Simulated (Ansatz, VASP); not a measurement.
Two plane-wave programs on Zr2SiC2

```xyz
5
Lattice="-1.5525 3.6238 2.7316 1.5525 -3.6238 2.7316 1.5525 3.6238 -2.7316" Properties=species:S:1:pos:R:3 pbc="T T T"
Zr    0.0000    1.4150    2.7316
Zr    1.5525    2.2089    0.0000
Si    0.0000    0.0000    0.0000
C     1.5525    0.0000    1.3937
C     0.0000    3.6238    1.3379
```

Change from the starting cell: species swapped into the Dy2GaNi2 type (Immm, No. 71).

Alike in both runs: functional PBE; k mesh 6 × 6 × 6; occupations gaussian, width 0.1 eV; no spin polarisation.

Ansatz relaxed the structure, and its values are those at the end. VASP's run is a single point on that final structure, the one shown.

```csv
,VASP,Ansatz
version,VASP 6.6.1,Ansatz 0.2.0
potentials or method,"VASP PAW PBE potentials, release 64 (Zr_sv, Si, C)","scalar-relativistic, plane waves, PAW"
plane-wave cutoff (eV),520,420
valence electrons in the cell,36,36
```

VASP gave:

* gap on the k mesh at the Fermi level (eV): none
* pressure (GPa): 0.2
* rms of the force components (eV/Å): 0.007

Question: What did Ansatz give for the same quantities?

Answer: gap on the k mesh at the Fermi level (eV): none; pressure (GPa): 0.1; rms of the force components (eV/Å): 0.004.

A gap of «none» marks a metal or a gap that the smearing closes.

Caveats: the k mesh is coarse (spacing up to 0.39 Å⁻¹), so the values aren't converged.
